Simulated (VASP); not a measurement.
# TaPbO4 (I4_1/a) in VASP: a series of runs

One crystal, TaPbO4, is run at these levels: PBE; tasks: relaxation of cell and atoms.

Everything below comes from runs of VASP 6.6.1. Logs are shortened: lines on timing, memory, paths and dates and some standing lists are left out, and cuts for length are marked.

### Step 1. The structure

It takes space group I4_1/a (No. 88, tetragonal). The conventional cell has a = 5.366 Å, b = 5.366 Å, c = 11.450 Å, α = 90.00°, β = 90.00°, γ = 90.00°. Around Ta (site symmetry -4) lie 4 O at 1.90 Å. Pb (site symmetry -4) is surrounded by 8 O at 2.46 to 2.49 Å. O (site symmetry 1) has 1 Ta at 1.90 Å as nearest neighbours.

The cell was built by a generator and needn't be a form met in nature.

### Step 2. Relaxation of cell and atoms, PBE

File INCAR:

```
SYSTEM = TaPbO4
PREC = Accurate
ENCUT = 520
EDIFF = 1E-6
ISMEAR = 0
SIGMA = 0.1
LREAL = .FALSE.
LASPH = .TRUE.
NELM = 120
ALGO = Normal
ISIF = 3
LWAVE = .FALSE.
LCHARG = .FALSE.
GGA = PE
IBRION = 2
NSW = 90
EDIFFG = -0.01
KPAR = 8
```

File KPOINTS:

```
Automatic mesh
0
G
  8 8 8
  0 0 0
```

File POSCAR:

```
TaPbO4
1.0
   -2.6830000000      2.6830000000      5.7250000000
    2.6830000000     -2.6830000000      5.7250000000
    2.6830000000      2.6830000000     -5.7250000000
Ta Pb O
2 2 8
Direct
    0.0000000000      0.0000000000      0.0000000000
    0.7500000000      0.2500000000      0.5000000000
    0.2500000000      0.7500000000      0.5000000000
    0.5000000000      0.5000000000      0.0000000000
    0.1501709700      0.7349204400      0.0645237300
    0.6703967200      0.0856472400      0.9354762700
    0.9143527600      0.8498290300      0.5847494700
    0.2650795600      0.3296032800      0.4152505300
    0.5998290300      0.5150795600      0.4354762700
    0.0796032800      0.1643527600      0.5645237300
    0.8356472400      0.4001709700      0.9152505300
    0.4849204400      0.9203967200      0.0847494700
```

Potentials or basis: VASP PAW PBE potentials, release 64 (Ta_pv, Pb_d, O).

Launch:

```sh
> cat potpaw_PBE.64/Ta_pv/POTCAR potpaw_PBE.64/Pb_d/POTCAR potpaw_PBE.64/O/POTCAR > POTCAR
> mpirun -np 8 vasp_std > vasp.out
```

OUTCAR:

```text
SYSTEM = TaPbO4
   PREC = Accurate
   ENCUT = 520
   EDIFF = 1E-6
   ISMEAR = 0
   LREAL = .FALSE.
   LASPH = .TRUE.
   NELM = 120
   ISIF = 3
   GGA = PE
   IBRION = 2
   NSW = 90
   EDIFFG = -0.01

 ion  position               nearest neighbor table
   1  0.000  0.000  0.000-   6 1.90   8 1.90   5 1.90   7 1.90   4 3.79   4 3.79   4 3.79   4 3.79

   2  0.750  0.250  0.500-  10 1.90  12 1.90   9 1.90  11 1.90   3 3.79   3 3.79   3 3.79   3 3.79

   3  0.250  0.750  0.500-  12 2.46  11 2.46   9 2.46  10 2.46   7 2.49   5 2.49   6 2.49   8 2.49
                             2 3.79   2 3.79   2 3.79   2 3.79   4 3.92   4 3.92   4 3.92   4 3.92
   4  0.500  0.500  0.000-   8 2.46   7 2.46   5 2.46   6 2.46  11 2.49   9 2.49  10 2.49  12 2.49
                             1 3.79   1 3.79   1 3.79   1 3.79   3 3.92   3 3.92   3 3.92   3 3.92
   5  0.150  0.735  0.065-   1 1.90   4 2.46   3 2.49
   6  0.670  0.086  0.935-   1 1.90   4 2.46   3 2.49
   7  0.914  0.850  0.585-   1 1.90   4 2.46   3 2.49
   8  0.265  0.330  0.415-   1 1.90   4 2.46   3 2.49
   9  0.600  0.515  0.435-   2 1.90   3 2.46   4 2.49
  10  0.080  0.164  0.565-   2 1.90   3 2.46   4 2.49
  11  0.836  0.400  0.915-   2 1.90   3 2.46   4 2.49
  12  0.485  0.920  0.085-   2 1.90   3 2.46   4 2.49

  LATTYP: Found a body centered tetragonal cell.
 ALAT       =     5.3660000000
 C/A-ratio  =     2.1338054417

  Lattice vectors:

 A1 = (  -2.6830000000,   2.6830000000,   5.7250000000)
 A2 = (   2.6830000000,  -2.6830000000,   5.7250000000)
 A3 = (   2.6830000000,   2.6830000000,  -5.7250000000)

Analysis of symmetry for initial positions (statically):
=====================================================================
 Subroutine PRICEL returns:
 Original cell was already a primitive cell.

 Routine SETGRP: Setting up the symmetry group for a
 body centered tetragonal supercell.

 Subroutine GETGRP returns: Found  8 space group operations
 (whereof  4 operations were pure point group operations)
 out of a pool of 16 trial point group operations.

The static configuration has the point symmetry S_4 .
 The point group associated with its full space group is C_4h.

Analysis of symmetry for dynamics (positions and initial velocities):
=====================================================================
 Subroutine PRICEL returns:
 Original cell was already a primitive cell.

 Routine SETGRP: Setting up the symmetry group for a
 body centered tetragonal supercell.

 Subroutine GETGRP returns: Found  8 space group operations
 (whereof  4 operations were pure point group operations)
 out of a pool of 16 trial point group operations.
[... 148 lines left out ...]
   LHFCALC =     F    Hartree Fock is set to
   AEXX    =    0.0000 exact exchange contribution
   IVDW    =     0    specifies the selected vdW correction
   LEPSILON=     F    determine dielectric tensor
   LRPA    =     F    only Hartree local field effects (RPA)
 conjugate gradient relaxation of ions
 non-spin polarized calculation
 Gauss-broadening in eV      SIGMA  =   0.10
  energy-cutoff  :      520.00
  volume of cell :      164.85
 maximum number of plane-waves:      4468
 NGX is ok and might be reduce to    54
   NGX = 25   NGY = 25   NGZ = 25

--------------------------------------- Ionic step        1  -------------------------------------------

 number of electron      98.0000003 magnetization

 Free energy of the ion-electron system (eV)
  ---------------------------------------------------
  ext. energy  EPLUGINS =         0.00000000
  ---------------------------------------------------
  free energy    TOTEN  =       -94.23245289 eV

  energy without entropy =      -94.22006735  energy(sigma->0) =      -94.22626012

------------------------ aborting loop because EDIFF is reached ----------------------------------------

  FORCE on cell =-STRESS in cart. coord.  units (eV):
  Direction    XX          YY          ZZ          XY          YZ          ZX
  --------------------------------------------------------------------------------------
  -------------------------------------------------------------------------------------
  Total       -0.2712793     -0.2712793     -0.6277166     -0.0000001     -0.0000000      0.0000000
  in kB       -2.6366374     -2.6366374     -6.1009489     -0.0000012     -0.0000000      0.0000000
  external PRESSURE =      -3.7914079 kB  Pullay stress =       0.0000000 kB
[... 119 lines left out ...]
  FREE ENERGIE OF THE ION-ELECTRON SYSTEM (eV)
  ---------------------------------------------------
  free  energy   TOTEN  =       -94.2330953342 eV

  energy  without entropy=      -94.2207550027  energy(sigma->0) =      -94.22692517

[... ionic steps 4 to 9 ...]

--------------------------------------- Ionic step       10  -------------------------------------------

 number of electron      98.0000003 magnetization

------------------------ aborting loop because EDIFF is reached ----------------------------------------
[... 87 lines left out ...]
--------------------------------------- Ionic step       12  -------------------------------------------

 number of electron      98.0000003 magnetization

 Free energy of the ion-electron system (eV)
  ---------------------------------------------------
  ext. energy  EPLUGINS =         0.00000000
  ---------------------------------------------------
  free energy    TOTEN  =       -94.23421524 eV

  energy without entropy =      -94.22206462  energy(sigma->0) =      -94.22813993

 E-fermi :   3.8681     XC(G=0): -10.7733

 val. band max:        3.8555776201   @ k =   0.5000   0.5000   0.2500
 cond. band min:       3.8884392858   @ k =  -0.2500  -0.1250   0.5000
 fundamental gap:      0.0328616657
 Fermi energy:         3.8681446299

 k-point     1 :       0.0000    0.0000    0.0000
  band No.  band energies     occupation
      1     -30.6279      2.00000
      2     -30.5923      2.00000
      3     -30.5923      2.00000
      4     -30.5841      2.00000
      5     -30.5813      2.00000
      6     -30.5813      2.00000
[... 1453 lines left out ...]
     57       9.3750      0.00000
     58       9.7747      0.00000

 [... further k-points ...]

------------------------ aborting loop because EDIFF is reached ----------------------------------------

  FORCE on cell =-STRESS in cart. coord.  units (eV):
  Direction    XX          YY          ZZ          XY          YZ          ZX
  --------------------------------------------------------------------------------------
  -------------------------------------------------------------------------------------
  Total        0.0129759      0.0129759     -0.0351037     -0.0000001     -0.0000000      0.0000000
  in kB        0.1266418      0.1266418     -0.3426037     -0.0000006     -0.0000000      0.0000000
  external PRESSURE =      -0.0297734 kB  Pullay stress =       0.0000000 kB
[... 27 lines left out ...]
  FREE ENERGIE OF THE ION-ELECTRON SYSTEM (eV)
  ---------------------------------------------------
  free  energy   TOTEN  =       -94.2342152359 eV

  energy  without entropy=      -94.2220646185  energy(sigma->0) =      -94.22813993

 reached required accuracy - stopping structural energy minimisation
```

CONTCAR:

```text
TaPbO4
   1.00000000000000
    -2.6811678083264860    2.6811677758742367    5.7090500011881780
     2.6811678083264860   -2.6811677758742367    5.7090500011881780
     2.6811677758742367    2.6811678083264860   -5.7090500011881780
  Ta              Pb              O
     2     2     8
Direct
     0.0000000000000000    0.0000000000000000    0.0000000000000000
     0.7500000000000000    0.2500000000000000    0.5000000000000000
     0.2500000000000000    0.7500000000000000    0.5000000000000000
     0.5000000000000000    0.5000000000000000    0.0000000000000000
     0.1496844422331353    0.7331770891560847    0.0620901271773269
     0.6710869719787516    0.0875943150558084    0.9379098728226730
     0.9124056849441917    0.8503155577668646    0.5834926469229422
     0.2668229108439152    0.3289130280212484    0.4165073530770576
     0.6003155577668647    0.5168229108439153    0.4379098728226731
     0.0789130280212484    0.1624056849441916    0.5620901271773270
     0.8375943150558083    0.3996844422331353    0.9165073530770578
     0.4831770891560848    0.9210869719787516    0.0834926469229424

  0.00000000E+00  0.00000000E+00  0.00000000E+00
  0.00000000E+00  0.00000000E+00  0.00000000E+00
  0.00000000E+00  0.00000000E+00  0.00000000E+00
  0.00000000E+00  0.00000000E+00  0.00000000E+00
  0.00000000E+00  0.00000000E+00  0.00000000E+00
  0.00000000E+00  0.00000000E+00  0.00000000E+00
  0.00000000E+00  0.00000000E+00  0.00000000E+00
  0.00000000E+00  0.00000000E+00  0.00000000E+00
  0.00000000E+00  0.00000000E+00  0.00000000E+00
  0.00000000E+00  0.00000000E+00  0.00000000E+00
  0.00000000E+00  0.00000000E+00  0.00000000E+00
  0.00000000E+00  0.00000000E+00  0.00000000E+00
```

Run time: 13 min. Hardware: 8 MPI ranks of AMD EPYC 9R45 (Zen 5), shared host; peak memory 0.85 GiB.

What came out:

| Property | Result |
| --- | --- |
| Free energy | -94.2342 eV |
| Relaxed volume | 13.68 Å³/atom |
| Relaxed cell | a = 6.854 Å, b = 6.854 Å, c = 6.854 Å, α = 133.94°, β = 133.94°, γ = 67.18° |
| Space group after relaxing (to 0.05 Å) | I4_1/a (No. 88) |
| Energy gained by relaxing | 0.1 meV/atom |
| Ionic steps | 12 |
| Pressure after relaxing | 0.0 GPa |
| Largest force after relaxing | 0.006 eV/Å |
| Band gap on the k mesh | none (metal or under the smearing width) |

Forces in eV/Å, atoms in the order of the input:
```
Ta   0.000  0.000  0.000
Ta   0.000  0.000  0.000
Pb   0.000  0.000  0.000
Pb   0.000  0.000  0.000
O   -0.003  0.005 -0.003
O    0.003 -0.005 -0.003
O   -0.005 -0.003  0.003
O    0.005  0.003  0.003
O    0.003 -0.005  0.003
O   -0.003  0.005  0.003
O    0.005  0.003 -0.003
O   -0.005 -0.003 -0.003
```

Step by step:
```csv
step,energy change (eV),largest force (eV/Å),pressure (GPa),volume (Å³)
1,0.0000,0.0336,-0.38,164.85
2,0.0001,0.0912,0.51,164.07
3,-0.0006,0.0398,0.06,164.47
4,-0.0011,0.0188,0.02,164.33
5,-0.0012,0.0168,0.01,164.27
6,-0.0013,0.0153,-0.01,164.27
7,-0.0016,0.0124,-0.07,164.28
8,-0.0017,0.0191,-0.19,164.30
9,-0.0017,0.0155,-0.15,164.29
10,-0.0017,0.0068,-0.11,164.24
11,-0.0018,0.0101,0.01,164.14
12,-0.0018,0.0062,0.00,164.16
```

Final structure:
```
Ta Pb O
1.0
    -2.68117    2.68117    5.70905
     2.68117   -2.68117    5.70905
     2.68117    2.68117   -5.70905
Ta Pb O
2 2 8
Direct
  0.00000 0.00000 0.00000
  0.75000 0.25000 0.50000
  0.25000 0.75000 0.50000
  0.50000 0.50000 0.00000
  0.14968 0.73318 0.06209
  0.67109 0.08759 0.93791
  0.91241 0.85032 0.58349
  0.26682 0.32891 0.41651
  0.60032 0.51682 0.43791
  0.07891 0.16241 0.56209
  0.83759 0.39968 0.91651
  0.48318 0.92109 0.08349
```

Spin-orbit coupling is left out, which matters for the levels of Pb, Ta.

### Step 3. Relaxation of cell and atoms, PBE

This run uses another cell than the first one, of 13.68 Å³/atom, 0.996 times its volume.

Changes to INCAR since step 2:

```diff
@@ -3,3 +3,3 @@
 ENCUT = 520
-EDIFF = 1E-6
+EDIFF = 1E-7
 ISMEAR = 0
@@ -15,4 +15,5 @@
 IBRION = 2
-NSW = 90
-EDIFFG = -0.01
+NSW = 60
+EDIFFG = -0.005
+POTIM = 0.3
 KPAR = 8
```

KPOINTS is that of step 2.

File POSCAR:

```
TaPbO4                                  
1.0
   -2.6811678083      2.6811677759      5.7090500012
    2.6811678083     -2.6811677759      5.7090500012
    2.6811677759      2.6811678083     -5.7090500012
  Ta              Pb              O             
     2     2     8
Direct
     0.0000000000000000    0.0000000000000000    0.0000000000000000
     0.7500000000000000    0.2500000000000000    0.5000000000000000
     0.2500000000000000    0.7500000000000000    0.5000000000000000
     0.5000000000000000    0.5000000000000000    0.0000000000000000
     0.1496844422331353    0.7331770891560847    0.0620901271773269
     0.6710869719787516    0.0875943150558084    0.9379098728226730
     0.9124056849441917    0.8503155577668646    0.5834926469229422
     0.2668229108439152    0.3289130280212484    0.4165073530770576
     0.6003155577668647    0.5168229108439153    0.4379098728226731
     0.0789130280212484    0.1624056849441916    0.5620901271773270
     0.8375943150558083    0.3996844422331353    0.9165073530770578
     0.4831770891560848    0.9210869719787516    0.0834926469229424
```

Potentials or basis: VASP PAW PBE potentials, release 64 (Ta_pv, Pb_d, O).

Launch:

```sh
> cat potpaw_PBE.64/Ta_pv/POTCAR potpaw_PBE.64/Pb_d/POTCAR potpaw_PBE.64/O/POTCAR > POTCAR
> mpirun -np 8 vasp_std > vasp.out
```

It took 3.5 min on 8 MPI ranks of AMD EPYC 9R45 (Zen 5), shared host; peak memory 0.82 GiB.

The run converged. Its results:

```
Free energy               : -94.2333 eV
Energy gained by relaxing : 0.0 meV/atom
Ionic steps               : 2
Pressure after relaxing   : 0.0 GPa
Band gap on the k mesh    : none (metal or under the smearing width)
```

Final structure:
```
Ta Pb O
1.0
    -2.68125    2.68125    5.70856
     2.68125   -2.68125    5.70856
     2.68125    2.68125   -5.70856
Ta Pb O
2 2 8
Cartesian
  -2.6812 2.6812 5.7086
  0.0000 2.6812 2.8543
  2.6812 0.0000 2.8543
  2.6812 2.6812 0.0000
  1.7309 -1.3979 4.6853
  0.9504 4.0791 -1.0232
  1.3979 1.7309 6.7318
  1.2834 0.9504 1.0232
  0.9504 1.3979 3.8775
  1.7309 1.2834 -1.8311
  1.2834 3.6316 1.8311
  1.3979 -0.9504 7.5396
```

Levels at points of the mesh, in eV from the Fermi level:
```csv
k point,band 45,band 46,band 47,band 48,band 49,band 50,band 51,band 52,band 53,band 54
"(0.00, 0.00, 0.00)",-1.35,-1.32,-0.90,-0.90,-0.73,-0.55,4.05,4.20,4.49,4.84
"(0.50, 0.00, 0.00)",-1.70,-1.42,-1.29,-1.16,-0.25,0.38,3.64,3.96,4.46,4.46
"(0.50, 0.50, 0.00)",-1.60,-1.60,-1.41,-1.41,0.60,0.60,4.08,4.08,4.23,4.23
"(0.50, 0.50, 0.50)",-1.21,-1.21,-0.89,-0.89,-0.87,-0.87,4.36,4.36,4.59,4.59
```

Spin-orbit coupling is left out, which matters for the levels of Pb, Ta.
